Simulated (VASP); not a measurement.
All values below come from PBEsol GGA, VASP's PBE PAW potentials (set 64) (plane waves; VASP 6.6.1).

VASP input:

File POSCAR:
```
PbTe
1
    0.0000000000     3.2204900925     3.2204900925
    3.2204900925     0.0000000000     3.2204900925
    3.2204900925     3.2204900925     0.0000000000
Te Pb
1 1
Direct
  0.5000000000   0.5000000000   0.5000000000
  0.0000000000   0.0000000000   0.0000000000
```

### KPOINTS
```
Automatic mesh
0
Gamma
7 7 7
0 0 0
```

INCAR:
```
SYSTEM = PbTe
PREC = Accurate
ENCUT = 520
EDIFF = 1E-7
NELM = 100
ALGO = Normal
LREAL = .FALSE.
LASPH = .TRUE.
ISMEAR = 0
SIGMA = 0.05
GGA = PS
LMAXMIX = 4
LWAVE = .FALSE.
LCHARG = .FALSE.
ISIF = 2
```

POTCAR, in this order: Te Pb_d (PBE.64 set). Program: vasp_std.

Output

**OSZICAR**
```
       N       E                     dE             d eps       ncg     rms          rms(c)
DAV:   1     0.155238224108E+03    0.15524E+03   -0.92832E+03   560   0.138E+03
DAV:   2     0.325006179217E+01   -0.15199E+03   -0.14876E+03   584   0.339E+02
DAV:   3    -0.809444438653E+01   -0.11345E+02   -0.11297E+02   764   0.979E+01
DAV:   4    -0.836848620549E+01   -0.27404E+00   -0.27396E+00   660   0.186E+01
DAV:   5    -0.837676737245E+01   -0.82812E-02   -0.82811E-02   778   0.292E+00    0.345E+00
DAV:   6    -0.826619922559E+01    0.11057E+00   -0.26045E-01   792   0.450E+00    0.215E+00
DAV:   7    -0.826057134427E+01    0.56279E-02   -0.74589E-02   696   0.170E+00    0.886E-01
DAV:   8    -0.826083225455E+01   -0.26091E-03   -0.84527E-03   680   0.109E+00    0.127E-01
DAV:   9    -0.826077846089E+01    0.53794E-04   -0.10160E-03   820   0.364E-01    0.431E-02
DAV:  10    -0.826078150669E+01   -0.30458E-05   -0.89717E-05   646   0.952E-02    0.216E-02
DAV:  11    -0.826078372842E+01   -0.22217E-05   -0.20226E-05   694   0.375E-02    0.120E-02
DAV:  12    -0.826078364673E+01    0.81683E-07   -0.12207E-06   680   0.903E-03    0.739E-03
DAV:  13    -0.826078344790E+01    0.19884E-06   -0.12555E-07   464   0.291E-03    0.262E-03
DAV:  14    -0.826078346937E+01   -0.21478E-07   -0.22384E-07   414   0.483E-03
   1 F= -.82607835E+01 E0= -.82607835E+01  d E =-.729175E-11
```

**OUTCAR**
```
------------------------ aborting loop because EDIFF is reached ----------------------------------------
  FORCE on cell =-STRESS in cart. coord.  units (eV):
  Direction    XX          YY          ZZ          XY          YZ          ZX
  --------------------------------------------------------------------------------------
  Total       -0.0007038     -0.0007038     -0.0007038      0.0000000      0.0000000     -0.0000000
  in kB       -0.0168795     -0.0168795     -0.0168795      0.0000000      0.0000000     -0.0000000
  external PRESSURE =      -0.0168795 kB  Pullay stress =       0.0000000 kB
  volume of cell :       66.80
      direct lattice vectors                 reciprocal lattice vectors
     0.000000000  3.220490092  3.220490092    -0.155255873  0.155255873  0.155255873
     3.220490092  0.000000000  3.220490092     0.155255873 -0.155255873  0.155255873
     3.220490092  3.220490092  0.000000000     0.155255873  0.155255873 -0.155255873
  FREE ENERGIE OF THE ION-ELECTRON SYSTEM (eV)
  ---------------------------------------------------
  free  energy   TOTEN  =        -8.2607834694 eV

  energy  without entropy=       -8.2607834694  energy(sigma->0) =       -8.26078347
```
(Selected blocks of OUTCAR.)

The compound is PbTe in the rock salt structure. It was relaxed first.
